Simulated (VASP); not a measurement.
Computed with r2SCAN meta-GGA, VASP's PBE PAW potentials (set 64) (plane waves; VASP).

The input files of a VASP run:

### INCAR
```
SYSTEM = BaAlSiH
PREC = Accurate
ENCUT = 530
EDIFF = 1E-7
NELM = 100
ALGO = Normal
LREAL = .FALSE.
LASPH = .TRUE.
ISMEAR = 0
SIGMA = 0.05
METAGGA = R2SCAN
LMIXTAU = .TRUE.
LMAXMIX = 4
LWAVE = .FALSE.
LCHARG = .FALSE.
IBRION = 6
ISIF = 3
NFREE = 2
POTIM = 0.015
NSW = 1
```

**KPOINTS**
```
Automatic mesh
0
Gamma
5 5 4
0 0 0
```

POSCAR:
```
BaAlSiH
1.0
  4.3254184797   0.0000000000   0.0000000000
 -2.1627092399   3.7459220018   0.0000000000
  0.0000000000   0.0000000000   5.2586568164
Ba Al Si H
1 1 1 1
direct
  0.0000000000   0.0000000000   0.0012347162
  0.6666670000   0.3333330000   0.4639629935
  0.3333330000   0.6666670000   0.5412939931
  0.6666670000   0.3333330000   0.1364182973
```

POTCAR, in this order: Ba_sv Al Si H (PBE.64 set). Program: vasp_std.

Output of the run:

OSZICAR:
```
...
DAV:   4    -0.474752550010E+02   -0.55342E-04   -0.22573E-04  1556   0.122E-01    0.136E-02
DAV:   5    -0.474751858375E+02    0.69163E-04   -0.13914E-04  1451   0.117E-01    0.602E-03
DAV:   6    -0.474752602817E+02   -0.74444E-04   -0.11153E-04  1411   0.101E-01    0.177E-03
DAV:   7    -0.474752616294E+02   -0.13477E-05   -0.29686E-06  1776   0.135E-02    0.114E-03
DAV:   8    -0.474752616319E+02   -0.25964E-08   -0.17364E-07  1577   0.375E-03
  23 F= -.47475262E+02 E0= -.47475262E+02  d E =-.817497E-17
       N       E                     dE             d eps       ncg     rms          rms(c)
DAV:   1    -0.474748286024E+02    0.43303E-03   -0.11129E-01   442   0.157E+00    0.732E-02
DAV:   2    -0.474754630016E+02   -0.63440E-03   -0.37279E-03   597   0.379E-01    0.402E-02
DAV:   3    -0.474757106132E+02   -0.24761E-03   -0.18849E-04   532   0.100E-01    0.162E-02
DAV:   4    -0.474756950577E+02    0.15556E-04   -0.12421E-04   537   0.925E-02    0.823E-03
DAV:   5    -0.474759463947E+02   -0.25134E-03   -0.60338E-05   502   0.735E-02    0.242E-03
DAV:   6    -0.474758031796E+02    0.14322E-03   -0.47123E-05   497   0.650E-02    0.139E-03
DAV:   7    -0.474758915384E+02   -0.88359E-04   -0.74720E-06   537   0.262E-02    0.721E-04
DAV:   8    -0.474758478106E+02    0.43728E-04   -0.19257E-06   562   0.135E-02    0.378E-04
DAV:   9    -0.474758622385E+02   -0.14428E-04   -0.22043E-07   509   0.502E-03    0.119E-04
DAV:  10    -0.474758598035E+02    0.24350E-05   -0.16975E-08   276   0.134E-03    0.600E-05
DAV:  11    -0.474758605132E+02   -0.70968E-06   -0.47536E-09   256   0.618E-04    0.224E-05
DAV:  12    -0.474758604038E+02    0.10941E-06   -0.18721E-09   226   0.428E-04    0.136E-05
DAV:  13    -0.474758607033E+02   -0.29955E-06   -0.44446E-10   221   0.192E-04    0.789E-06
DAV:  14    -0.474758608750E+02   -0.17165E-06   -0.91963E-11   221   0.755E-05    0.390E-06
DAV:  15    -0.474758607569E+02    0.11809E-06   -0.37244E-11   221   0.540E-05    0.162E-06
DAV:  16    -0.474758606842E+02    0.72727E-07   -0.15242E-11   221   0.302E-05
  24 F= -.47475861E+02 E0= -.47475861E+02  d E =-.717618E-15
       N       E                     dE             d eps       ncg     rms          rms(c)
DAV:   1    -0.474754674827E+02    0.39327E-03   -0.22202E-01   442   0.215E+00    0.967E-02
DAV:   2    -0.474759587773E+02   -0.49129E-03   -0.80350E-03   597   0.546E-01    0.449E-02
DAV:   3    -0.474758133458E+02    0.14543E-03   -0.44060E-04   520   0.150E-01    0.193E-02
DAV:   4    -0.474758751401E+02   -0.61794E-04   -0.19561E-04   542   0.115E-01    0.127E-02
DAV:   5    -0.474758571844E+02    0.17956E-04   -0.51792E-05   522   0.681E-02    0.364E-03
DAV:   6    -0.474758779931E+02   -0.20809E-04   -0.60605E-05   462   0.696E-02    0.241E-03
DAV:   7    -0.474758784563E+02   -0.46324E-06   -0.35641E-06   497   0.163E-02    0.101E-03
DAV:   8    -0.474758786981E+02   -0.24178E-06   -0.48223E-07   557   0.708E-03    0.450E-04
DAV:   9    -0.474758784227E+02    0.27541E-06   -0.21212E-07   385   0.474E-03    0.189E-04
DAV:  10    -0.474758784346E+02   -0.11915E-07   -0.18732E-08   251   0.133E-03
  25 F= -.47475878E+02 E0= -.47475878E+02  d E =-.514213E-17
       N       E                     dE             d eps       ncg     rms          rms(c)
DAV:   1    -0.474758172784E+02    0.61144E-04   -0.13558E-01  1326   0.229E+00    0.901E-02
DAV:   2    -0.474760034816E+02   -0.18620E-03   -0.29869E-03  1814   0.368E-01    0.496E-02
DAV:   3    -0.474759457211E+02    0.57761E-04   -0.27526E-04  1476   0.152E-01    0.158E-02
DAV:   4    -0.474759521170E+02   -0.63959E-05   -0.10804E-04  1541   0.103E-01    0.946E-03
DAV:   5    -0.474760205573E+02   -0.68440E-04   -0.79188E-05  1396   0.978E-02    0.442E-03
DAV:   6    -0.474759197983E+02    0.10076E-03   -0.56025E-05  1361   0.791E-02    0.303E-03
DAV:   7    -0.474758988615E+02    0.20937E-04   -0.52156E-06  1706   0.232E-02    0.707E-04
DAV:   8    -0.474758989692E+02   -0.10774E-06   -0.44282E-07  1651   0.742E-03    0.379E-04
DAV:   9    -0.474758991344E+02   -0.16515E-06   -0.72175E-08  1063   0.296E-03    0.180E-04
DAV:  10    -0.474758990195E+02    0.11491E-06   -0.39098E-08   888   0.216E-03    0.709E-05
DAV:  11    -0.474758989955E+02    0.23987E-07   -0.74685E-09   788   0.910E-04
  26 F= -.47475899E+02 E0= -.47475899E+02  d E =-.347010E-16
       N       E                     dE             d eps       ncg     rms          rms(c)
DAV:   1    -0.474761807875E+02   -0.28177E-03   -0.17034E-01  1401   0.245E+00    0.146E-01
DAV:   2    -0.474762623508E+02   -0.81563E-04   -0.17873E-03  1651   0.351E-01    0.880E-02
DAV:   3    -0.474768749742E+02   -0.61262E-03   -0.10406E-03  1386   0.340E-01    0.765E-03
DAV:   4    -0.474764305511E+02    0.44442E-03   -0.56129E-04  1346   0.282E-01    0.107E-02
DAV:   5    -0.474760655140E+02    0.36504E-03   -0.23990E-04  1366   0.175E-01    0.588E-03
DAV:   6    -0.474758988291E+02    0.16668E-03   -0.37344E-05  1636   0.600E-02    0.117E-03
DAV:   7    -0.474758993616E+02   -0.53254E-06   -0.22116E-06  1601   0.178E-02    0.605E-04
DAV:   8    -0.474759012322E+02   -0.18706E-05   -0.65986E-07  1561   0.855E-03    0.632E-04
DAV:   9    -0.474758992640E+02    0.19682E-05   -0.31688E-07  1426   0.657E-03    0.109E-04
DAV:  10    -0.474758992800E+02   -0.16074E-07   -0.22613E-08   843   0.187E-03
  27 F= -.47475899E+02 E0= -.47475899E+02  d E =-.347248E-16
       N       E                     dE             d eps       ncg     rms          rms(c)
DAV:   1    -0.474766287382E+02   -0.72947E-03   -0.16527E-01   457   0.259E+00    0.115E-01
DAV:   2    -0.474762843654E+02    0.34437E-03   -0.13030E-03   577   0.273E-01    0.704E-02
DAV:   3    -0.474758411208E+02    0.44324E-03   -0.74293E-04   497   0.264E-01    0.114E-02
DAV:   4    -0.474761689736E+02   -0.32785E-03   -0.41302E-04   452   0.246E-01    0.857E-03
DAV:   5    -0.474755322004E+02    0.63677E-03   -0.21234E-04   447   0.175E-01    0.489E-03
DAV:   6    -0.474755324090E+02   -0.20866E-06   -0.32475E-05   542   0.642E-02    0.243E-03
DAV:   7    -0.474755263740E+02    0.60350E-05   -0.43451E-06   517   0.255E-02    0.129E-03
DAV:   8    -0.474755328429E+02   -0.64689E-05   -0.13020E-06   522   0.138E-02    0.550E-04
DAV:   9    -0.474755244971E+02    0.83458E-05   -0.34955E-07   472   0.742E-03    0.189E-04
DAV:  10    -0.474755290241E+02   -0.45271E-05   -0.70297E-08   356   0.353E-03    0.934E-05
DAV:  11    -0.474755244474E+02    0.45768E-05   -0.45684E-08   306   0.274E-03    0.252E-05
DAV:  12    -0.474755248356E+02   -0.38819E-06   -0.43694E-09   236   0.687E-04    0.248E-05
DAV:  13    -0.474755248390E+02   -0.34433E-08   -0.28319E-10   231   0.138E-04
  28 F= -.47475525E+02 E0= -.47475525E+02  d E =-.269964E-16
       N       E                     dE             d eps       ncg     rms          rms(c)
DAV:   1    -0.474762262843E+02   -0.70145E-03   -0.33620E-01   442   0.365E+00    0.189E-01
DAV:   2    -0.474759858010E+02    0.24048E-03   -0.28404E-03   512   0.394E-01    0.110E-01
DAV:   3    -0.474761171050E+02   -0.13130E-03   -0.14145E-03   522   0.325E-01    0.191E-02
DAV:   4    -0.474760484645E+02    0.68641E-04   -0.68689E-04   462   0.300E-01    0.155E-02
DAV:   5    -0.474756573300E+02    0.39113E-03   -0.35161E-04   457   0.215E-01    0.808E-03
DAV:   6    -0.474755096612E+02    0.14767E-03   -0.57541E-05   492   0.826E-02    0.580E-03
DAV:   7    -0.474755134033E+02   -0.37421E-05   -0.84417E-06   497   0.372E-02    0.263E-03
DAV:   8    -0.474755180009E+02   -0.45976E-05   -0.70653E-06   462   0.339E-02    0.182E-03
DAV:   9    -0.474755090487E+02    0.89522E-05   -0.63746E-07   532   0.102E-02    0.813E-04
DAV:  10    -0.474755094121E+02   -0.36337E-06   -0.65382E-08   334   0.229E-03    0.427E-04
DAV:  11    -0.474755074567E+02    0.19554E-05   -0.32970E-07   462   0.735E-03    0.148E-04
DAV:  12    -0.474755074985E+02   -0.41818E-07   -0.11271E-08   251   0.136E-03
  29 F= -.47475507E+02 E0= -.47475507E+02  d E =-.138026E-15
```

File OUTCAR:
```
------------------------ aborting loop because EDIFF is reached ----------------------------------------
  FORCE on cell =-STRESS in cart. coord.  units (eV):
  Direction    XX          YY          ZZ          XY          YZ          ZX
  --------------------------------------------------------------------------------------
  Total        0.0361081      0.0361081     -0.0455347     -0.0000000      0.0000000      0.0000000
  in kB        0.6789748      0.6789747     -0.8562323     -0.0000000      0.0000000      0.0000000
  external PRESSURE =       0.1672391 kB  Pullay stress =       0.0000000 kB
  volume of cell :       85.20
      direct lattice vectors                 reciprocal lattice vectors
     4.325418480  0.000000000  0.000000000     0.231191503  0.133478487  0.000000000
    -2.162709240  3.745922002  0.000000000     0.000000000  0.266956973  0.000000000
     0.000000000  0.000000000  5.258656816     0.000000000  0.000000000  0.190162628
 POSITION                                       TOTAL-FORCE (eV/Angst)
 -----------------------------------------------------------------------------------
      0.00000      0.00000      0.00649         0.000000      0.000000     -0.003778
      2.16271      1.24864      2.43982         0.000000      0.000000     -0.068442
     -0.00000      2.49728      2.84648        -0.000000      0.000000     -0.017333
      2.16271      1.24864      0.70238         0.000000     -0.000000      0.089553
 -----------------------------------------------------------------------------------
    total drift:                                0.000050     -0.000030      0.005193
  FREE ENERGIE OF THE ION-ELECTRON SYSTEM (eV)
  ---------------------------------------------------
  free  energy   TOTEN  =       -47.4755074985 eV

  energy  without entropy=      -47.4755074985  energy(sigma->0) =      -47.47550750

   1 f  =   39.633582 THz   249.025138 2PiTHz 1322.033981 cm-1   163.911250 meV
             X         Y         Z           dx          dy          dz
      0.000000  0.000000  0.006493    -0.000000   -0.000000   -0.001025
      2.162711  1.248639  2.439822    -0.000000   -0.000000   -0.157979
     -0.000002  2.497283  2.846479    -0.000000   -0.000000   -0.029162
      2.162711  1.248639  0.717377     0.000000    0.000000    0.987011

   2 f  =   26.376878 THz   165.730810 2PiTHz  879.837934 cm-1   109.085952 meV
             X         Y         Z           dx          dy          dz
      0.000000  0.000000  0.006493     0.050536   -0.000004   -0.000000
      2.162711  1.248639  2.439822     0.020267   -0.000002    0.000000
     -0.000002  2.497283  2.846479     0.057407   -0.000005   -0.000000
      2.162711  1.248639  0.717377    -0.996865    0.000088    0.000000

   3 f  =   26.376876 THz   165.730798 2PiTHz  879.837867 cm-1   109.085943 meV
             X         Y         Z           dx          dy          dz
      0.000000  0.000000  0.006493    -0.000004   -0.050536   -0.000000
      2.162711  1.248639  2.439822    -0.000002   -0.020267    0.000000
     -0.000002  2.497283  2.846479    -0.000005   -0.057407    0.000000
      2.162711  1.248639  0.717377     0.000088    0.996865    0.000000

   4 f  =   11.637731 THz    73.122018 2PiTHz  388.192909 cm-1    48.129765 meV
             X         Y         Z           dx          dy          dz
      0.000000  0.000000  0.006493    -0.004034    0.000000   -0.000000
      2.162711  1.248639  2.439822     0.721722   -0.000064    0.000000
     -0.000002  2.497283  2.846479    -0.691706    0.000061    0.000000
      2.162711  1.248639  0.717377    -0.025365    0.000002    0.000000

   5 f  =   11.637730 THz    73.122013 2PiTHz  388.192879 cm-1    48.129761 meV
             X         Y         Z           dx          dy          dz
      0.000000  0.000000  0.006493    -0.000000   -0.004034    0.000000
      2.162711  1.248639  2.439822     0.000064    0.721722   -0.000000
     -0.000002  2.497283  2.846479    -0.000061   -0.691706   -0.000000
      2.162711  1.248639  0.717377    -0.000002   -0.025365   -0.000000

   6 f  =    7.246672 THz    45.532180 2PiTHz  241.722945 cm-1    29.969812 meV
             X         Y         Z           dx          dy          dz
      0.000000  0.000000  0.006493     0.000000    0.000000    0.163185
      2.162711  1.248639  2.439822     0.000000   -0.000000   -0.841957
     -0.000002  2.497283  2.846479     0.000000   -0.000000    0.500123
      2.162711  1.248639  0.717377    -0.000000    0.000000   -0.119816

   7 f  =    4.547019 THz    28.569764 2PiTHz  151.672235 cm-1    18.804952 meV
             X         Y         Z           dx          dy          dz
      0.000000  0.000000  0.006493     0.000000    0.000000   -0.515817
      2.162711  1.248639  2.439822     0.000000   -0.000000    0.350762
     -0.000002  2.497283  2.846479     0.000000   -0.000000    0.777640
      2.162711  1.248639  0.717377    -0.000000   -0.000000    0.078582

   8 f  =    4.240258 THz    26.642327 2PiTHz  141.439782 cm-1    17.536290 meV
             X         Y         Z           dx          dy          dz
      0.000000  0.000000  0.006493    -0.537134    0.000047    0.000000
      2.162711  1.248639  2.439822     0.582280   -0.000051   -0.000000
     -0.000002  2.497283  2.846479     0.609956   -0.000054   -0.000000
      2.162711  1.248639  0.717377     0.019734   -0.000002   -0.000000

   9 f  =    4.240258 THz    26.642325 2PiTHz  141.439771 cm-1    17.536289 meV
             X         Y         Z           dx          dy          dz
      0.000000  0.000000  0.006493    -0.000047   -0.537134   -0.000000
      2.162711  1.248639  2.439822     0.000051    0.582280    0.000000
     -0.000002  2.497283  2.846479     0.000054    0.609956    0.000000
      2.162711  1.248639  0.717377     0.000002    0.019734    0.000000

  10 f/i=    0.013833 THz     0.086913 2PiTHz    0.461405 cm-1     0.057207 meV
             X         Y         Z           dx          dy          dz
      0.000000  0.000000  0.006493    -0.000886   -0.841971   -0.000000
      2.162711  1.248639  2.439822    -0.000393   -0.373706   -0.000000
     -0.000002  2.497283  2.846479    -0.000402   -0.382361   -0.000000
      2.162711  1.248639  0.717377    -0.000076   -0.072301   -0.000000

  11 f/i=    0.013833 THz     0.086913 2PiTHz    0.461405 cm-1     0.057207 meV
             X         Y         Z           dx          dy          dz
      0.000000  0.000000  0.006493    -0.841971    0.000886    0.000000
      2.162711  1.248639  2.439822    -0.373706    0.000393    0.000000
     -0.000002  2.497283  2.846479    -0.382361    0.000402    0.000000
      2.162711  1.248639  0.717377    -0.072301    0.000076    0.000000

  12 f/i=    0.037002 THz     0.232493 2PiTHz    1.234266 cm-1     0.153029 meV
             X         Y         Z           dx          dy          dz
      0.000000  0.000000  0.006493     0.000000   -0.000000    0.841013
      2.162711  1.248639  2.439822     0.000000   -0.000000    0.378308
     -0.000002  2.497283  2.846479     0.000000   -0.000000    0.379871
      2.162711  1.248639  0.717377     0.000000   -0.000000    0.072648

...
```
(Selected blocks of OUTCAR.)

The structure comes from a computed database's BaAlSiH entry (P3m1); how it stands against other phases isn't given here. It was relaxed first.
